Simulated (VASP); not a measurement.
# Band edges against the vacuum: BN(110), part 3 of 3

Where do the bulk band edges lie against the vacuum outside BN(110)?

VASP 6.6.1; PBE; plane waves and PAW (B, N).

So far, gap on the k-mesh (eV): step 3 (band edges of the bulk) 4.48.

**5. Potential and states of the slab**

A static run writes the electrostatic potential without exchange and correlation (LVHAR), which is flat in the vacuum and gives the level to count from. The dipole correction cancels the field that unlike faces would set up across the vacuum.

INCAR reads:

```
SYSTEM = BN
PREC = Normal
ENCUT = 440
EDIFF = 1E-06
NELM = 120
ISMEAR = 0
SIGMA = 0.03
LREAL = Auto
ALGO = Fast
GGA = PE
NBANDS = 54
LORBIT = 11
LWAVE = .FALSE.
LCHARG = .TRUE.
KPAR = 4
IDIPOL = 3
LDIPOL = .TRUE.
DIPOL = 0.5 0.5 0.5
LVHAR = .TRUE.
LVACPOTAV = .TRUE.
NEDOS = 1500
```

POSCAR reads:

```
BN
1.0
    2.5635602994      0.0000000000      0.0000000000
    0.0000000000      3.6254217434      0.0000000000
    0.0000000000      0.0000000000     26.2542411977
B N
9 9
Direct
    0.0000000000      0.0483727685      0.3127490177
    0.5000000000      0.4988551026      0.3511326894
    0.0000000000      0.9976305131      0.4026790427
    0.5000000000      0.4947850503      0.4509564470
    0.0000000000      0.9953156419      0.5000000000
    0.5000000000      0.4947850503      0.5490435530
    0.0000000000      0.9976305131      0.5973209573
    0.5000000000      0.4988551026      0.6488673106
    0.0000000000      0.0483727685      0.6872509823
    0.0000000000      0.7416491882      0.3520721715
    0.5000000000      0.2317859648      0.3044851559
    0.0000000000      0.7449072591      0.4509993346
    0.5000000000      0.2467729057      0.4022340379
    0.0000000000      0.7449072591      0.5490006654
    0.5000000000      0.2451668533      0.5000000000
    0.0000000000      0.7416491882      0.6479278285
    0.5000000000      0.2467729057      0.5977659621
    0.5000000000      0.2317859648      0.6955148441
```

KPOINTS reads:

```
Automatic mesh
0
Gamma
9 7 1
0 0 0
```

KPOINTS_OPT reads:

```
Line mode
14
Line-mode
Reciprocal
  0.00000000   0.00000000   0.00000000 GAMMA
  0.50000000   0.00000000   0.00000000 X

  0.50000000   0.00000000   0.00000000 X
  0.50000000   0.50000000   0.00000000 S

  0.50000000   0.50000000   0.00000000 S
  0.00000000   0.50000000   0.00000000 Y

  0.00000000   0.50000000   0.00000000 Y
  0.00000000   0.00000000   0.00000000 GAMMA

  0.00000000   0.00000000   0.00000000 GAMMA
  0.50000000   0.50000000   0.00000000 S
```

PAW data sets: B and N (PBE family, release 64).

On the command line:

```sh
mpirun -np 4 vasp_std
```

Log:

```text
[... set-up lines as in an earlier step ...]
 entering main loop
       N       E                     dE             d eps       ncg     rms          rms(c)
DAV:   1     0.449561656274E+03    0.44956E+03   -0.31957E+04  2168   0.104E+03
DAV:   2    -0.118784427170E+03   -0.56835E+03   -0.54413E+03  2900   0.282E+02
DAV:   3    -0.162935657868E+03   -0.44151E+02   -0.43750E+02  2648   0.822E+01
DAV:   4    -0.164144644334E+03   -0.12090E+01   -0.12069E+01  3128   0.146E+01
DAV:   5    -0.164170910499E+03   -0.26266E-01   -0.26254E-01  2920   0.194E+00    0.210E+01
RMM:   6    -0.154465785258E+03    0.97051E+01   -0.23401E+01  2329   0.169E+01    0.982E+00
RMM:   7    -0.154109879784E+03    0.35591E+00   -0.67229E+00  2620   0.926E+00    0.598E+00
RMM:   8    -0.154073526466E+03    0.36353E-01   -0.22629E+00  2675   0.548E+00    0.263E+00
RMM:   9    -0.153844755764E+03    0.22877E+00   -0.36571E-01  2772   0.265E+00    0.695E-01
RMM:  10    -0.153855542968E+03   -0.10787E-01   -0.29773E-01  2799   0.184E+00    0.599E-01
RMM:  11    -0.153845932803E+03    0.96102E-02   -0.34451E-02  2735   0.841E-01    0.529E-02
RMM:  12    -0.153846423946E+03   -0.49114E-03   -0.41904E-03  2857   0.255E-01    0.354E-02
RMM:  13    -0.153847118256E+03   -0.69431E-03   -0.13612E-03  2854   0.120E-01    0.267E-02
RMM:  14    -0.153847784225E+03   -0.66597E-03   -0.64913E-04  2807   0.857E-02    0.620E-02
RMM:  15    -0.153847885813E+03   -0.10159E-03   -0.28153E-04  2794   0.591E-02    0.149E-02
RMM:  16    -0.153848053513E+03   -0.16770E-03   -0.33602E-04  2824   0.578E-02    0.271E-02
RMM:  17    -0.153848066982E+03   -0.13468E-04   -0.29583E-05  2774   0.240E-02    0.164E-02
RMM:  18    -0.153848180877E+03   -0.11390E-03   -0.19132E-04  2835   0.473E-02    0.248E-02
RMM:  19    -0.153848172848E+03    0.80290E-05   -0.14123E-05  2728   0.194E-02    0.156E-02
RMM:  20    -0.153848200829E+03   -0.27981E-04   -0.44184E-05  2818   0.224E-02    0.449E-03
RMM:  21    -0.153848211318E+03   -0.10488E-04   -0.37030E-06  2331   0.918E-03    0.375E-03
RMM:  22    -0.153848219052E+03   -0.77344E-05   -0.57015E-07  2080   0.282E-03    0.224E-03
RMM:  23    -0.153848224832E+03   -0.57802E-05   -0.12496E-06  2110   0.385E-03    0.961E-04
RMM:  24    -0.153848225555E+03   -0.72312E-06   -0.12596E-07  1916   0.161E-03
 -----------------------------------------------------------------------------
|                                                                             |
|           W    W    AA    RRRRR   N    N  II  N    N   GGGG   !!!           |
|           W    W   A  A   R    R  NN   N  II  NN   N  G    G  !!!           |
|           W    W  A    A  R    R  N N  N  II  N N  N  G       !!!           |
|           W WW W  AAAAAA  RRRRR   N  N N  II  N  N N  G  GGG   !            |
|           WW  WW  A    A  R   R   N   NN  II  N   NN  G    G                |
|           W    W  A    A  R    R  N    N  II  N    N   GGGG   !!!           |
|                                                                             |
|     Did not find any points to average over, which means that no vacuum     |
|     field-free region was found. Please increase the size of  your cell     |
|     in the dimension of the dipole correction to obtain accurate            |
|     workfunction values.                                                    |
|                                                                             |
 -----------------------------------------------------------------------------

   1 F= -.15384823E+03 E0= -.15384823E+03  d E =-.275288E-13
 Start KPOINTS_OPT (optional k-point list driver)
k-point batch [1-20\70]
       N       E                     dE             ncg
DAV:   1    -0.818524300067E+03   -0.35869E+05     2160
DAV:   2    -0.111916481403E+05   -0.10373E+05     2810
DAV:   3    -0.120584328082E+05   -0.86678E+03     2600
DAV:   4    -0.120808081078E+05   -0.22375E+02     2952
DAV:   5    -0.120812383140E+05   -0.43021E+00     2800
DAV:   6    -0.120812514621E+05   -0.13148E-01     2976
DAV:   7    -0.120812519146E+05   -0.45249E-03     2824
DAV:   8    -0.120812519327E+05   -0.18043E-04     2760
DAV:   9    -0.120812519334E+05   -0.75714E-06     1984
[...]
k-point batch [61-70\70]
       N       E                     dE             ncg
DAV:   1     0.558750684298E+03   -0.22457E+05     1080
DAV:   2    -0.457337193469E+04   -0.51321E+04     1464
DAV:   3    -0.496731254363E+04   -0.39394E+03     1320
DAV:   4    -0.497664517484E+04   -0.93326E+01     1496
DAV:   5    -0.497685363556E+04   -0.20846E+00     1416
DAV:   6    -0.497686042715E+04   -0.67916E-02     1480
DAV:   7    -0.497686068259E+04   -0.25543E-03     1408
DAV:   8    -0.497686069306E+04   -0.10474E-04     1416
DAV:   9    -0.497686069349E+04   -0.42689E-06     1088
```

The job ended after 2 min (4 MPI ranks of AMD EPYC 7R43, shared host; peak memory 1.4 GiB).

OUTCAR, selected parts (step 5):

```text
   NELECT =      72.0000    total number of electrons

 E-fermi :  -0.2941

 k-point     1 :       0.0000    0.0000    0.0000
  band No.  band energies     occupation
    ...
     32      -1.6848      2.00000
     33      -1.2068      2.00000
     34      -0.8998      2.00000
     35      -0.5593      2.00000
     36      -0.4380      2.00000
     37       3.9739      0.00000
     38       4.6721      0.00000
     39       5.0168      0.00000
     40       5.3295      0.00000
     41       5.9354      0.00000
    ...

  Total       -3.9989164      0.8792454     -2.1263401      0.0000000      0.0000000      0.0000000
  in kB      -26.2573783      5.7732336    -13.9618113      0.0000000      0.0000000      0.0000000
  external PRESSURE =     -11.4819853 kB  Pullay stress =       0.0000000 kB

 POSITION                                       TOTAL-FORCE (eV/Angst)
 -----------------------------------------------------------------------------------
      0.00000      0.17537      8.21099         0.000000     -0.021772      0.016486
      1.28178      1.80856      9.21872         0.000000     -0.000970      0.009203
      0.00000      3.61683     10.57203         0.000000      0.012168     -0.019278
      1.28178      1.79380     11.83952         0.000000      0.007155      0.012458
      0.00000      3.60844     13.12712         0.000000      0.024030      0.000000
      1.28178      1.79380     14.41472         0.000000      0.007155     -0.012458
      0.00000      3.61683     15.68221         0.000000      0.012168      0.019278
      1.28178      1.80856     17.03552         0.000000     -0.000970     -0.009203
      0.00000      0.17537     18.04325         0.000000     -0.021772     -0.016486
      0.00000      2.68879      9.24339         0.000000      0.001616      0.004792
      1.28178      0.84032      7.99403         0.000000     -0.012273      0.017470
      0.00000      2.70060     11.84065         0.000000      0.000344      0.016778
      1.28178      0.89466     10.56035         0.000000     -0.007776      0.015924
      0.00000      2.70060     14.41360         0.000000      0.000344     -0.016778
      1.28178      0.88883     13.12712         0.000000      0.018986      0.000000
      0.00000      2.68879     17.01085        -0.000000      0.001616     -0.004792
      1.28178      0.89466     15.69389         0.000000     -0.007776     -0.015924
      1.28178      0.84032     18.26021         0.000000     -0.012273     -0.017470
 -----------------------------------------------------------------------------------
    total drift:                                0.000000     -0.011577     -0.000021

  FREE ENERGIE OF THE ION-ELECTRON SYSTEM (eV)
  ---------------------------------------------------
  free  energy   TOTEN  =      -153.8482255554 eV

  energy  without entropy=     -153.8482255554  energy(sigma->0) =     -153.84822556

 vacuum level on the upper side and lower side of the slab         6.213         6.213

[... 8 parts as in an earlier step ...]

[... 10 further parts left out ...]
```

Numbers from this step:

| Property | Result |
| --- | --- |
| electronic cycles | 24 |
| Fermi energy | -0.2941 eV |
| least gap on mesh and path | 2.464 eV |
| least direct gap on mesh and path | 2.925 eV |
| vacuum levels | 6.229, 6.229 eV |
| ionisation potentials of the upper and lower face | 6.667, 6.667 eV |
| electron affinities of the upper and lower face | 4.202, 4.202 eV |

The electronic bands at the labelled points (eV, zero at the valence-band top; v1 is the highest filled band, c1 the lowest empty one):

| point | v4 | v3 | v2 | v1 | c1 | c2 | c3 | c4 |
| --- | --- | --- | --- | --- | --- | --- | --- | --- |
| Γ | -0.77 | -0.46 | -0.12 | 0.00 | 4.41 | 5.11 | 5.45 | 5.77 |
| 0.46 of the way | -2.47 | -1.68 | -0.77 | -0.59 | 4.72 | 4.84 | 6.56 | 6.63 |
| X | -3.03 | -2.99 | -0.57 | -0.46 | 2.46 | 2.51 | 4.66 | 5.10 |
| 0.54 of the way | -2.92 | -2.82 | -0.35 | -0.25 | 3.40 | 3.45 | 6.54 | 6.71 |
| S | -2.65 | -2.44 | -0.17 | -0.07 | 4.03 | 4.09 | 8.72 | 8.83 |
| 0.54 of the way | -2.30 | -2.09 | -0.22 | -0.19 | 4.66 | 4.72 | 8.91 | 8.98 |
| Y | -2.35 | -2.24 | -0.39 | -0.37 | 4.75 | 4.84 | 6.90 | 7.16 |
| 0.46 of the way | -1.58 | -1.58 | -0.27 | -0.18 | 4.75 | 4.98 | 5.75 | 6.47 |
| Γ | -0.77 | -0.46 | -0.12 | 0.00 | 4.41 | 5.11 | 5.45 | 5.77 |
| 0.46 of the way | -1.89 | -1.65 | -0.42 | -0.33 | 4.61 | 4.69 | 7.42 | 7.46 |
| S | -2.65 | -2.44 | -0.17 | -0.07 | 4.03 | 4.09 | 8.72 | 8.83 |

Of the projections kept (B, N), the largest for each band there; the rest of the weight can lie on other orbitals:

| point | v4 | v3 | v2 | v1 | c1 | c2 | c3 | c4 |
| --- | --- | --- | --- | --- | --- | --- | --- | --- |
| Γ | N 0.80 | N 0.84 | N 0.92 | N 0.92 | B 0.55 | B 0.55 | B 0.52 | N 0.58 |
| X | N 0.68 | N 0.68 | N 0.89 | N 0.88 | B 0.84 | B 0.87 | B 0.57 | B 0.63 |
| S | N 0.67 | N 0.70 | N 0.91 | N 0.91 | B 0.86 | B 0.85 | N 0.53 | N 0.68 |
| Y | N 0.72 | N 0.72 | N 0.90 | N 0.91 | B 0.83 | B 0.82 | B 0.76 | B 0.78 |
| Γ | N 0.80 | N 0.84 | N 0.92 | N 0.92 | B 0.55 | B 0.55 | B 0.52 | N 0.58 |
| S | N 0.67 | N 0.70 | N 0.91 | N 0.91 | B 0.86 | B 0.85 | N 0.53 | N 0.68 |

The planar average of the electrostatic potential oscillates, so the rows of the table below give means over windows of 1.31 Å about each position, cut where the curve ends. Its maxima inside the range that stand out by 2 % of the span (Å: eV): 8.5: -6.92, 9.9: -3.30, 11.2: -4.32, 12.5: -3.94, 13.8: -3.94, 15.1: -4.32, 16.3: -3.30, 17.7: -6.92. Its minima: 8.1: -8.69, 9.1: -10.3, 10.7: -9.71, 11.7: -9.81, 13.2: -9.79, 14.5: -9.81, 15.6: -9.71, 17.2: -10.3, 18.2: -8.69.

Zero at the Fermi level. Table of planar average of the electrostatic potential by height; means over each step:

| height (Å) | planar average of the electrostatic potential (eV) |
| --- | --- |
| 0.66 | 6.52 |
| 1.97 | 6.52 |
| 3.28 | 6.52 |
| 4.58 | 6.52 |
| 5.90 | 6.46 |
| 7.21 | 2.24 |
| 8.52 | -8.48 |
| 9.82 | -7.48 |
| 11.13 | -7.88 |
| 12.45 | -7.80 |
| 13.76 | -7.80 |
| 15.06 | -7.88 |
| 16.38 | -7.46 |
| 17.69 | -8.58 |
| 19.00 | 1.66 |
| 20.31 | 6.45 |
| 21.62 | 6.52 |
| 22.93 | 6.52 |
| 24.24 | 6.52 |
| 25.55 | 6.52 |

Density of states in the PAW spheres, an atom over height of the layer and energy from the Fermi level.

Ten even steps from '_' (0.00 states/eV) to '@' (1.49 states/eV), each cell a mean:
```
______________________
______________________
@@....__________....@@
--__________________--
______________________
______________________
______..........______
..__..............__..
::..::::::::::::::..::
::..::::::::::::::..::
--..::::......::::..--
::..................::
--..::::::::::::::..--
::..................::
......::..::..::......
::..::::::::::::::..::
......................
......................
......................
......................
........______........
____..__________..____
```
Columns: height of the layer (Å) from 8 to 18.3 (not evenly spaced); rows upwards: energy from the Fermi level (eV) from -7.9 to 0.5.

Valence density in the cb plane at fractional x = 0.000, with atoms of B and N within 0.2 Å of it. It is the smooth field of the valence electrons, not physical close to the nuclei.

Values in e/Å³, 5 rows by 16 columns, each cell a mean:
```
0.0 0.0 0.0 0.0 0.0 0.0 0.0 0.1 1.0 2.2 0.8 1.7 1.7 0.8 2.2 1.0
0.0 0.0 0.0 0.0 0.0 0.0 0.0 0.0 0.7 2.7 0.4 1.8 1.8 0.4 2.7 0.7
0.0 0.0 0.0 0.0 0.0 0.0 0.0 0.0 0.2 0.5 0.1 0.3 0.3 0.1 0.5 0.2
0.0 0.0 0.0 0.0 0.0 0.0 0.0 0.2 0.3 0.1 0.3 0.2 0.2 0.3 0.1 0.3
0.0 0.0 0.0 0.0 0.0 0.0 0.0 0.2 0.5 0.4 0.5 0.4 0.4 0.5 0.3 0.5
```
Columns run along c (16.0 Å, from fractional 0.00 to 0.61 of the cell), rows up along b (3.6 Å). Atoms in or near the plane, at fractional coordinates: B at (0.31, 0.05), B at (0.40, 0.00), B at (0.50, 0.00), B at (0.60, 0.00), N at (0.35, 0.74), N at (0.45, 0.74), N at (0.55, 0.74).

Electrostatic potential energy in the cb plane at fractional x = 0.000, with atoms of B and N within 0.2 Å of it. With pseudopotentials it is smooth inside the atoms' cores, unlike the true potential.

Values in eV, 5 rows by 16 columns, each cell a mean:
```
  6   6   6   6   6   6   5  -3 -19 -25 -17 -22 -22 -18 -25 -18
  6   6   6   6   6   6   6   4  -5 -33  -1 -20 -21  -2 -33  -6
  6   6   6   6   6   6   6   5   2  -2   2   0   0   2  -2   2
  6   6   6   6   6   6   6   2  -8   0  -2   0   0  -2   1  -2
  6   6   6   6   6   6   5  -9 -17  -4 -17 -11 -10 -18  -2 -16
```
Columns run along c (16.0 Å, from fractional 0.00 to 0.61 of the cell; values clipped at the 3rd and 97th percentile), rows up along b (3.6 Å). Atoms in or near the plane, at fractional coordinates: B at (0.31, 0.05), B at (0.40, 0.00), B at (0.50, 0.00), B at (0.60, 0.00), N at (0.35, 0.74), N at (0.45, 0.74), N at (0.55, 0.74).

The map of layer states is cut here 0.5 eV above the Fermi level, so it leaves out the states above that.

The vacuum level lies 6.67 eV above the highest filled level at the upper face; both faces agree, as the slab has next to no dipole.

The program found no field-free point at its default tolerance, and its printed vacuum level lies off the flat part of the planar average, by -0.02 eV at the upper face; the levels here are read from the flat part.

**6. Lining up bulk and slab**

This step: band edges against the vacuum, PBE; plane waves and PAW (VASP 6.6.1).

This step runs nothing: it gathers the runs above.

This step gave:

```
ionisation energy       : 7.052 eV
offset spread           : 0.05150 eV
bulk gap                : 4.477 eV
slab gap                : 2.464 eV
electron affinity       : 2.575 eV
buckling                : 0.2170 Å
tilt                    : 18.07 degree
surface energy, relaxed : 2.791 J/m²
```

The averaged core potentials of the four middle atoms lie -8.123 eV from those of the bulk run. The bulk valence top (7.300 eV), moved by that offset, is taken from the upper vacuum level (6.229 eV).

**7. Results**

* ionisation energy: 7.05 eV
* electron affinity: 2.58 eV
* buckling: 0.217 Å
* surface energy, relaxed: 2.79 J/m²

The bulk valence-band top lies 7.05 eV below the vacuum of BN(110), and the conduction-band bottom 2.58 eV. The top layer buckles by 0.22 Å, a tilt of 18°, with N outermost, as the anion takes the dangling-bond electrons and the cation flattens towards sp². The surface costs 2.79 J/m². The slab's least gap is 2.46 eV, against 4.48 eV in the bulk. Confinement widens it, surface states can narrow it, and the two gaps need not lie at the same wave vector; the faces' own affinities count to the slab's lowest empty state. The offsets of the four middle atoms spread by 0.05 eV; a shift common to all four would not show in it. The bulk edges are read on a mesh, so a band minimum between its points makes the gap too large and the affinity too small. One thickness was run. Semilocal band edges put the valence top too high and the gap too small.

[Lines on the potential files, build, host, timing and source positions are cut from VASP's logs without a mark.]

[Logs are printed without paths, hosts, clocks, repeated set-up lines and the standing remarks that a program may print on its own settings, such as how far it seeks lower states.]

[Hosts, paths, dates, database ids (printed as entryN), source tags and the programs' standing remarks are cut or masked in the printed files.]

[Runs that stopped without an error message from VASP are left out.]
